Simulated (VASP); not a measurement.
An input for Ansatz (written as the equivalent of a VASP run, and not itself run):

Ansatz 0.2 input:
```yaml
crystal:
  lattice:
    - [1.4457045, -2.5040337, 0.0000000]
    - [1.4457045, 2.5040337, 0.0000000]
    - [0.0000000, 0.0000000, 4.5865499]
  atoms:
    - { symbol: Ti, position: [0.3333330, 0.6666670, 0.2500000] }
    - { symbol: Ti, position: [0.6666670, 0.3333330, 0.7500000] }
kpoints:
  mp_grid: { grid: [13, 13, 7] }
hamiltonian:
  xc: pbesol
  pseudopotentials: { kind: paw }
scf:
  occupations: { method: methfessel_paxton, width: 0.1 }
  max_iter: 100
relax:
  max_steps: 60
  f_tol: 0.01
  cell: {}
output: { forces: true, stress: true, eigenvalues: true }
```

Q: Translate this input to VASP (INCAR, KPOINTS, POSCAR, choice of POTCAR).

A: Several could match; the one computed here: 
**KPOINTS**
```
Automatic mesh
0
Gamma
13 13 7
0 0 0
```

POSCAR:
```
Ti
1
    1.4457044990    -2.5040337004    -0.0000000000
    1.4457044990     2.5040337004    -0.0000000000
    0.0000000000    -0.0000000000     4.5865499074
Ti
2
Direct
  0.3333330000   0.6666670000   0.2500000000
  0.6666670000   0.3333330000   0.7500000000
```

### INCAR
```
SYSTEM = Ti
PREC = Accurate; ENCUT = 400; LREAL = .False.
LASPH = .True.
EDIFF = 1E-6; NELM = 100; ALGO = Normal
LMAXMIX = 4
ISMEAR = 1; SIGMA = 0.1
GGA = PS
IBRION = 2; NSW = 60; ISIF = 3
EDIFFG = -0.01
LWAVE = .False.; LCHARG = .False.
```

POTCAR, in this order: Ti_sv (PBE.64 set). Program: vasp_std.

The two are equivalent in intent, not identical: each code has its own PAW files, so the cut-off isn't converted (ENCUT is set for VASP's; basis.ecutwfc is left out, and Ansatz then takes the one that its files recommend); Ansatz stops its SCF on the density residual and VASP on the energy change (EDIFF).

The compound is Ti in the hcp structure. This run relaxes it. Symmetry was kept, so distortions that lower it aren't found. The start is the result of an earlier pass.
